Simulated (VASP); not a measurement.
An input for Quantum ESPRESSO's pw.x (written as the equivalent of a VASP run, and not itself run):

```
&CONTROL
  calculation = 'scf'
  pseudo_dir = './pseudo'
  outdir = './out'
  tprnfor = .true.
  tstress = .true.
/
&SYSTEM
  ibrav = 0
  nat = 4
  ntyp = 1
  ecutwfc = 44
  occupations = 'smearing'
  smearing = 'gaussian'
  degauss = 0.003675
  input_dft = 'pbe'
/
&ELECTRONS
  conv_thr = 7.3e-08
  electron_maxstep = 100
/
ATOMIC_SPECIES
  P 30.974 P.upf
CELL_PARAMETERS angstrom
     4.6163192    0.0000000   -0.0000000
     0.0000000    3.3083628    0.0000000
     0.0000000    0.0000000   17.2153289
ATOMIC_POSITIONS crystal
  P    0.5891779  0.0000000  0.5609784
  P    0.9108221  0.5000000  0.5609784
  P    0.4108221  0.0000000  0.4390216
  P    0.0891779  0.5000000  0.4390216
K_POINTS automatic
  5 6 1 0 0 0
```

Task: Translate this input to VASP (INCAR, KPOINTS, POSCAR, choice of POTCAR).

Result: One answer among several that fit: 
File POSCAR:
```
P
1
    4.6163192003     0.0000000000    -0.0000000000
    0.0000000000     3.3083627502     0.0000000000
    0.0000000000     0.0000000000    17.2153289233
P
4
Direct
  0.5891779191   0.0000000000   0.5609784086
  0.9108220809   0.5000000000   0.5609784086
  0.4108220809   0.0000000000   0.4390215914
  0.0891779191   0.5000000000   0.4390215914
```

### KPOINTS
```
Automatic mesh
0
Gamma
5 6 1
0 0 0
```

INCAR:
```
SYSTEM = P
PREC = Accurate
ENCUT = 400
EDIFF = 1E-6
NELM = 100
ALGO = Normal
LREAL = .FALSE.
LASPH = .TRUE.
ISMEAR = 0
SIGMA = 0.05
GGA = PE
LWAVE = .FALSE.
LCHARG = .TRUE.
```

POTCAR, in this order: P (PBE.64 set). Program: vasp_std.

What does not carry over: the potentials are each code's own (VASP's PAW set, PseudoDojo norm-conserving files in pw.x), so ENCUT and ecutwfc are chosen apart and not converted; conv_thr bounds pw.x's estimated SCF error, while EDIFF bounds the energy change between steps.

The cell is a sheet with vacuum, built from a generated structure.
